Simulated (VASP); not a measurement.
All values below come from PBE GGA, VASP's PBE PAW potentials (set 64) (plane waves; VASP).

A VASP calculation is set up with these files.

File KPOINTS:
```
K-points
0
Gamma
  12 12 12
0 0 0
```

**INCAR**
```
# general
SYSTEM = C
PREC   = Accurate
ENCUT  = 600   # plane-wave cut-off (eV)
LREAL  = F   # projection in real space or not
LASPH  = T   # aspherical one-centre terms

# electronic loop
EDIFF  = 1E-7   # SCF stop (eV)
NELM   = 100
ALGO   = Normal   # blocked Davidson

# smearing
ISMEAR = 0   # Gaussian
SIGMA  = 0.05

# functional
GGA    = PE

# ions
ISIF   = 2   # forces and stress, cell fixed

# output
LWAVE  = F
LCHARG = F
```

File POSCAR:
```
C
2.5268060
  0.0000000000   0.7071067740   0.7071067740
  0.7071067740   0.0000000000   0.7071067740
  0.7071067740   0.7071067740   0.0000000000
C
2
Cart
  0.0000000000   0.0000000000   0.0000000000
  0.3535533870   0.3535533870   0.3535533870
```

POTCAR, in this order: C (PBE.64 set). Program: vasp_std.

### Question
What does the run give for the energy per atom (σ→0)?

### Answer

The energy per atom (σ→0) comes out as -9.095 eV/atom.

**OSZICAR**
```
...
DAV:   6    -0.183474063132E+02    0.46992E+00   -0.35999E-01  1192   0.480E+00    0.329E+00
DAV:   7    -0.181892724493E+02    0.15813E+00   -0.39797E-01  1360   0.515E+00    0.748E-01
DAV:   8    -0.181905310768E+02   -0.12586E-02   -0.18396E-03  1216   0.506E-01    0.461E-02
DAV:   9    -0.181905480344E+02   -0.16958E-04   -0.12977E-04  1672   0.101E-01    0.269E-02
DAV:  10    -0.181905608848E+02   -0.12850E-04   -0.13962E-05  1176   0.438E-02    0.586E-03
DAV:  11    -0.181905607523E+02    0.13247E-06   -0.40041E-08  1608   0.221E-03    0.134E-03
DAV:  12    -0.181905607504E+02    0.19164E-08   -0.10773E-08   576   0.132E-03
   1 F= -.18190561E+02 E0= -.18190561E+02  d E =-.198281E-21
```

The compound is C in the diamond structure. It was relaxed first.
